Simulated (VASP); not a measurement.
An input for Quantum ESPRESSO's pw.x (written as the equivalent of a VASP run, and not itself run):

```
&CONTROL
  calculation = 'scf'
  pseudo_dir = './pseudo'
  outdir = './out'
  tprnfor = .true.
  tstress = .true.
/
&SYSTEM
  ibrav = 0
  nat = 2
  ntyp = 2
  ecutwfc = 84
  occupations = 'smearing'
  smearing = 'gaussian'
  degauss = 0.003675
  input_dft = 'pbe'
/
&ELECTRONS
  conv_thr = 7.3e-08
  electron_maxstep = 100
/
ATOMIC_SPECIES
  Li 6.940 Li.upf
  F 18.998 F.upf
CELL_PARAMETERS angstrom
     0.0000000    2.0150000    2.0150000
     2.0150000    0.0000000    2.0150000
     2.0150000    2.0150000    0.0000000
ATOMIC_POSITIONS crystal
  Li   0.0000000  0.0000000  0.0000000
  F    0.5000000  0.5000000  0.5000000
K_POINTS automatic
  10 10 10 0 0 0
```

Question: Translate this input to VASP (INCAR, KPOINTS, POSCAR, choice of POTCAR).

Answer: Several could match; the one computed here: 
File POSCAR:
```
LiF
1
    0.0000000000     2.0150000000     2.0150000000
    2.0150000000     0.0000000000     2.0150000000
    2.0150000000     2.0150000000     0.0000000000
Li F
1 1
Direct
  0.0000000000   0.0000000000   0.0000000000
  0.5000000000   0.5000000000   0.5000000000
```

### INCAR
```
ALGO = Normal
AMIX = 0.6
BMIX = 1.0
EDIFF = 1E-6
ENCUT = 520
GGA = PE
IMIX = 4
ISIF = 2
ISMEAR = 0
LASPH = T
LCHARG = F
LREAL = F
LWAVE = F
NELM = 100
PREC = Accurate
SIGMA = 0.05
SYSTEM = LiF
```

File KPOINTS:
```
Automatic mesh
0
Gamma
10 10 10
0 0 0
```

POTCAR, in this order: Li_sv F (PBE.64 set). Program: vasp_std.

Limits of the translation: the potentials are each code's own (VASP's PAW set, PseudoDojo norm-conserving files in pw.x), so ENCUT and ecutwfc are chosen apart and not converted; conv_thr bounds pw.x's estimated SCF error, while EDIFF bounds the energy change between steps.

The compound is LiF in the rock salt structure. The cell was not relaxed at this level. The run is one of a series of settings (AMIX = 0.6, BMIX = 1.0, IMIX = 4 against the base run), some of them coarse on purpose.
